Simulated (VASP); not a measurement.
All values below come from LDA (Ceperley-Alder, Perdew-Zunger), VASP's LDA PAW potentials (set 64) (plane waves; VASP 6.6.1).

Input for VASP

**KPOINTS**
```
Automatic
0
Gamma
 5 5 8
0 0 0
```

### INCAR
```
# general
SYSTEM  =  SiO2
PREC    =  Accurate
ENCUT   =  520
LREAL   =  .FALSE.
LASPH   =  .TRUE.

# electronic loop
EDIFF   =  1E-6
NELM    =  100
ALGO    =  Normal

# smearing
ISMEAR  =  0
SIGMA   =  0.05

# ions
IBRION  =  2
NSW     =  60
ISIF    =  3
EDIFFG  =  -0.02

# output
LWAVE   =  .FALSE.
LCHARG  =  .FALSE.
```

File POSCAR:
```
SiO2
1
    4.1567994889     0.0000000000     0.0000000000
   -0.0000000000     4.1567994889     0.0000000000
    0.0000000000     0.0000000000     2.6655413395
Si O
2 4
Direct
  0.0000000000   1.0000000000   0.0000000000
  0.5000000000   0.5000000000   0.5000000000
  0.3053900631   0.3053900631   1.0000000000
  0.8053900631   0.1946099369   0.5000000000
  0.1946099369   0.8053900631   0.5000000000
  0.6946099369   0.6946099369   0.0000000000
```

POTCAR, in this order: Si O (LDA.64 set). Program: vasp_std.

The resulting files:

OUTCAR:
```
 ion  position               nearest neighbor table
   1  0.000  0.000  0.000-   4 1.76   5 1.76   4 1.76   5 1.76   3 1.80   6 1.80
   2  0.500  0.500  0.500-   3 1.76   6 1.76   3 1.76   6 1.76   5 1.80   4 1.80
   3  0.305  0.305  0.000-   2 1.76   2 1.76   1 1.80
   4  0.805  0.195  0.500-   1 1.76   1 1.76   2 1.80
   5  0.195  0.805  0.500-   1 1.76   1 1.76   2 1.80
   6  0.695  0.695  0.000-   2 1.76   2 1.76   1 1.80
  LATTYP: Found a simple tetragonal cell.
 ALAT       =     4.1567994889
 C/A-ratio  =     0.6412484765
 Subroutine PRICEL returns:
 Original cell was already a primitive cell.
 Subroutine GETGRP returns: Found 16 space group operations
The static configuration has the point symmetry D_2h.
 The point group associated with its full space group is D_4h.
The dynamic configuration has the point symmetry D_2h.
 Subroutine INISYM returns: Found 16 space group operations
 Subroutine IBZKPT returns following result:
 Found     30 irreducible k-points:

 Following reciprocal coordinates:
            Coordinates               Weight
  0.000000  0.000000  0.000000      1.000000
  0.200000  0.000000  0.000000      4.000000
  0.400000  0.000000  0.000000      4.000000
  0.200000  0.200000  0.000000      4.000000
  0.400000  0.200000  0.000000      8.000000
  0.400000  0.400000  0.000000      4.000000
  0.000000  0.000000  0.125000      2.000000
  0.200000  0.000000  0.125000      8.000000
  0.400000  0.000000  0.125000      8.000000
  0.200000  0.200000  0.125000      8.000000
  0.400000  0.200000  0.125000     16.000000
  0.400000  0.400000  0.125000      8.000000
  0.000000  0.000000  0.250000      2.000000
  0.200000  0.000000  0.250000      8.000000
  0.400000  0.000000  0.250000      8.000000
  0.200000  0.200000  0.250000      8.000000
  0.400000  0.200000  0.250000     16.000000
  0.400000  0.400000  0.250000      8.000000
  0.000000  0.000000  0.375000      2.000000
  0.200000  0.000000  0.375000      8.000000
  0.400000  0.000000  0.375000      8.000000
  0.200000  0.200000  0.375000      8.000000
  0.400000  0.200000  0.375000     16.000000
  0.400000  0.400000  0.375000      8.000000
  0.000000  0.000000  0.500000      1.000000
  0.200000  0.000000  0.500000      4.000000
  0.400000  0.000000  0.500000      4.000000
  0.200000  0.200000  0.500000      4.000000
  0.400000  0.200000  0.500000      8.000000
  0.400000  0.400000  0.500000      4.000000
   k-points           NKPTS =     30   k-points in BZ     NKDIM =     30   number of bands    NBANDS=     20
   number of dos      NEDOS =    301   number of ions     NIONS =      6
   total plane-waves  NPLWV =  20480
   dimension x,y,z NGX =    32 NGY =   32 NGZ =   20
   dimension x,y,z NGXF=    64 NGYF=   64 NGZF=   40
   ions per type =               2   4
   PREC   = accura    normal or accurate (medium, high low for compatibility)
   ISTART =      0    job   : 0-new  1-cont  2-samecut
   ICHARG =      2    charge: 1-file 2-atom 10-const
   ISPIN  =      1    spin polarized calculation?
   LNONCOLLINEAR =      F non collinear calculations
   LSORBIT =      F    spin-orbit coupling
   INIWAV =      1    electr: 0-lowe 1-rand  2-diag
   ENCUT  =  520.0 eV  38.22 Ry    6.18 a.u.   7.73  7.73  4.96*2*pi/ulx,y,z
   NELM   =    100;   NELMIN=  2; NELMDL= -5     # of ELM steps
   EDIFF  = 0.1E-05   stopping-criterion for ELM
   LREAL  =      F    real-space projection
   NLSPLINE    = F    spline interpolate recip. space projectors
   LMAXMIX     =    2 max onsite mixed and CHGCAR
   VOSKOWN=      0    Vosko Wilk Nusair interpolation
   EDIFFG = -.2E-01   stopping-criterion for IOM
   NSW    =     60    number of steps for IOM
   NBLOCK =      1;   KBLOCK =     60    inner block; outer block
...
```

**OSZICAR**
```
       N       E                     dE             d eps       ncg     rms          rms(c)
DAV:   1     0.157593035027E+03    0.15759E+03   -0.18328E+04  1224   0.154E+03
DAV:   2    -0.505518879901E+02   -0.20814E+03   -0.20033E+03  1640   0.324E+02
DAV:   3    -0.568448861799E+02   -0.62930E+01   -0.62760E+01  1440   0.606E+01
DAV:   4    -0.568916364297E+02   -0.46750E-01   -0.46687E-01  1412   0.597E+00
DAV:   5    -0.568921476717E+02   -0.51124E-03   -0.51115E-03  1404   0.608E-01    0.180E+01
DAV:   6    -0.520670900885E+02    0.48251E+01   -0.19068E+01  1356   0.307E+01    0.861E+00
DAV:   7    -0.520048978161E+02    0.62192E-01   -0.56581E-01  1408   0.515E+00    0.306E+00
DAV:   8    -0.519756663319E+02    0.29231E-01   -0.18216E-02  1368   0.138E+00    0.110E+00
DAV:   9    -0.519704836287E+02    0.51827E-02   -0.46747E-03  1388   0.687E-01    0.230E-01
DAV:  10    -0.519705009378E+02   -0.17309E-04   -0.25580E-04  1392   0.146E-01    0.551E-02
DAV:  11    -0.519704904875E+02    0.10450E-04   -0.38651E-05  1408   0.516E-02    0.173E-02
DAV:  12    -0.519704898014E+02    0.68613E-06   -0.52361E-06  1344   0.172E-02
   1 F= -.51970490E+02 E0= -.51970490E+02  d E =-.519705E+02
```

### OUTCAR
```
------------------------ aborting loop because EDIFF is reached ----------------------------------------
  FORCE on cell =-STRESS in cart. coord.  units (eV):
  Direction    XX          YY          ZZ          XY          YZ          ZX
  --------------------------------------------------------------------------------------
  Total        0.0087121      0.0087121      0.1111346      0.0000000      0.0000000      0.0000000
  in kB        0.3030596      0.3030596      3.8659521      0.0000000      0.0000000      0.0000000
  external PRESSURE =       1.4906904 kB  Pullay stress =       0.0000000 kB
  volume of cell :       46.06
      direct lattice vectors                 reciprocal lattice vectors
     4.156799489  0.000000000  0.000000000     0.240569699  0.000000000  0.000000000
     0.000000000  4.156799489  0.000000000     0.000000000  0.240569699  0.000000000
     0.000000000  0.000000000  2.665541339     0.000000000  0.000000000  0.375158316
 POSITION                                       TOTAL-FORCE (eV/Angst)
 -----------------------------------------------------------------------------------
      0.00000      0.00000      0.00000         0.000000      0.000000     -0.000000
      2.07840      2.07840      1.33277         0.000000      0.000000     -0.000000
      1.26945      1.26945      0.00000         0.007797      0.007797     -0.000000
      3.34785      0.80895      1.33277         0.007797     -0.007797      0.000000
      0.80895      3.34785      1.33277        -0.007797      0.007797     -0.000000
      2.88735      2.88735      0.00000        -0.007797     -0.007797      0.000000
 -----------------------------------------------------------------------------------
    total drift:                                0.000000      0.000000      0.000000
  FREE ENERGIE OF THE ION-ELECTRON SYSTEM (eV)
  ---------------------------------------------------
  free  energy   TOTEN  =       -51.9704898014 eV

  energy  without entropy=      -51.9704898014  energy(sigma->0) =      -51.97048980

 reached required accuracy - stopping structural energy minimisation
```
(Selected blocks of OUTCAR.)

The compound is SiO2 in the rutile structure, stishovite, a high-pressure form. It was relaxed first. The start is the result of an earlier pass.
